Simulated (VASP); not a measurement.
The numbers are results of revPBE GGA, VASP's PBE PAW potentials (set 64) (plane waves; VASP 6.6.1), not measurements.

VASP input:

### POSCAR
```
HfC
1
    0.0000000000     2.3200000000     2.3200000000
    2.3200000000     0.0000000000     2.3200000000
    2.3200000000     2.3200000000     0.0000000000
Hf C
1 1
Direct
  0.0000000000   0.0000000000   0.0000000000
  0.5000000000   0.5000000000   0.5000000000
```

**INCAR**
```
SYSTEM = HfC
PREC = Accurate
ENCUT = 520
EDIFF = 1E-6
NELM = 100
ALGO = Normal
LREAL = .FALSE.
LASPH = .TRUE.
ISMEAR = 1
SIGMA = 0.1
GGA = RE
LMAXMIX = 6
LWAVE = .FALSE.
LCHARG = .FALSE.
IBRION = 2
ISIF = 3
NSW = 60
EDIFFG = -0.01
```

File KPOINTS:
```
Regular mesh
0
gamma
12 12 12
```

POTCAR, in this order: Hf_pv C (PBE.64 set). Program: vasp_std.

Output of the run:

File OSZICAR:
```
       N       E                     dE             d eps       ncg     rms          rms(c)
DAV:   1     0.243045090027E+02    0.24305E+02   -0.77396E+03  1584   0.121E+03
DAV:   2    -0.216987659289E+02   -0.46003E+02   -0.43161E+02  2154   0.209E+02
DAV:   3    -0.233821029879E+02   -0.16833E+01   -0.16703E+01  2034   0.309E+01
DAV:   4    -0.233955359988E+02   -0.13433E-01   -0.13366E-01  1898   0.304E+00
DAV:   5    -0.233957012927E+02   -0.16529E-03   -0.16522E-03  2120   0.282E-01    0.577E+01
DAV:   6    -0.203472551572E+02    0.30484E+01   -0.19409E+01  1781   0.228E+01    0.411E+01
DAV:   7    -0.202995890835E+02    0.47666E-01   -0.57989E-01  1835   0.600E+00    0.244E+01
DAV:   8    -0.202964362864E+02    0.31528E-02   -0.53918E-02  1790   0.235E+00    0.548E+00
DAV:   9    -0.202907575347E+02    0.56788E-02   -0.27792E-02  1783   0.990E-01    0.178E+00
DAV:  10    -0.202905890246E+02    0.16851E-03   -0.86219E-04  1879   0.257E-01    0.327E-01
DAV:  11    -0.202905823724E+02    0.66521E-05   -0.19591E-04  1826   0.100E-01    0.828E-02
DAV:  12    -0.202905793008E+02    0.30717E-05   -0.83599E-06  1851   0.258E-02    0.678E-02
DAV:  13    -0.202905784238E+02    0.87695E-06   -0.55070E-07   897   0.780E-03
   1 F= -.20290578E+02 E0= -.20290514E+02  d E =-.202906E+02
       N       E                     dE             d eps       ncg     rms          rms(c)
DAV:   1    -0.203627535535E+02   -0.72174E-01   -0.23986E+00  1584   0.149E+01    0.447E+00
DAV:   2    -0.203036320700E+02    0.59121E-01   -0.77955E-02  1596   0.282E+00    0.241E+00
DAV:   3    -0.202812499381E+02    0.22382E-01   -0.69735E-02  1628   0.234E+00    0.154E+00
DAV:   4    -0.202813887110E+02   -0.13877E-03   -0.98006E-04  1959   0.331E-01    0.180E+00
DAV:   5    -0.202812326674E+02    0.15604E-03   -0.44151E-04  1905   0.171E-01    0.352E-01
DAV:   6    -0.202811559914E+02    0.76676E-04   -0.14448E-04  1847   0.735E-02    0.819E-02
DAV:   7    -0.202811532203E+02    0.27711E-05   -0.46696E-06  1747   0.194E-02    0.801E-02
DAV:   8    -0.202811520769E+02    0.11434E-05   -0.24714E-07   849   0.351E-03    0.717E-02
DAV:   9    -0.202811402969E+02    0.11780E-04   -0.40247E-05  1764   0.392E-02    0.997E-03
DAV:  10    -0.202811401627E+02    0.13416E-06   -0.89463E-07   865   0.100E-02
   2 F= -.20281140E+02 E0= -.20281041E+02  d E =0.943826E-02
       N       E                     dE             d eps       ncg     rms          rms(c)
DAV:   1    -0.203282332613E+02   -0.47093E-01   -0.95077E-01  1584   0.940E+00    0.278E+00
DAV:   2    -0.203046961611E+02    0.23537E-01   -0.29491E-02  1596   0.174E+00    0.149E+00
DAV:   3    -0.202958512306E+02    0.88449E-02   -0.27253E-02  1634   0.149E+00    0.977E-01
DAV:   4    -0.202959164516E+02   -0.65221E-04   -0.40390E-04  1939   0.212E-01    0.119E+00
DAV:   5    -0.202958545021E+02    0.61949E-04   -0.15290E-04  1909   0.107E-01    0.149E-01
DAV:   6    -0.202958397202E+02    0.14782E-04   -0.41433E-05  1851   0.399E-02    0.413E-02
DAV:   7    -0.202958406169E+02   -0.89669E-06   -0.10892E-06   930   0.101E-02
   3 F= -.20295841E+02 E0= -.20295763E+02  d E =-.526219E-02
```

**OUTCAR**
```
------------------------ aborting loop because EDIFF is reached ----------------------------------------
  FORCE on cell =-STRESS in cart. coord.  units (eV):
  Direction    XX          YY          ZZ          XY          YZ          ZX
  --------------------------------------------------------------------------------------
  Total       -0.0005133     -0.0005133     -0.0005133      0.0000000      0.0000000      0.0000000
  in kB       -0.0323738     -0.0323738     -0.0323738      0.0000000      0.0000000      0.0000000
  external PRESSURE =      -0.0323738 kB  Pullay stress =       0.0000000 kB
  volume of cell :       25.40
      direct lattice vectors                 reciprocal lattice vectors
    -0.000000000  2.333139015  2.333139015    -0.214303561  0.214303561  0.214303561
     2.333139015 -0.000000000  2.333139015     0.214303561 -0.214303561  0.214303561
     2.333139015  2.333139015  0.000000000     0.214303561  0.214303561 -0.214303561
 POSITION                                       TOTAL-FORCE (eV/Angst)
 -----------------------------------------------------------------------------------
     -0.00000      0.00000      0.00000         0.000000      0.000000      0.000000
      2.33314      2.33314      2.33314         0.000000      0.000000     -0.000000
 -----------------------------------------------------------------------------------
    total drift:                                0.000000     -0.000000     -0.000000
  FREE ENERGIE OF THE ION-ELECTRON SYSTEM (eV)
  ---------------------------------------------------
  free  energy   TOTEN  =       -20.2958406169 eV

  energy  without entropy=      -20.2956081690  energy(sigma->0) =      -20.29576313

 reached required accuracy - stopping structural energy minimisation
```
(Selected blocks of OUTCAR.)

CONTCAR:
```
HfC
   1.00000000000000
    -0.0000000000000000    2.3331390152416880    2.3331390152416880
     2.3331390152416875   -0.0000000000000000    2.3331390152416880
     2.3331390152416875    2.3331390152416880    0.0000000000000000
  Hf              C
     1     1
Direct
     0.0000000000000000    0.0000000000000000    0.0000000000000000
     0.5000000000000000    0.5000000000000000    0.5000000000000000
```

The compound is HfC in the rock salt structure. This run relaxes it. Symmetry was kept, so distortions that lower it aren't found.
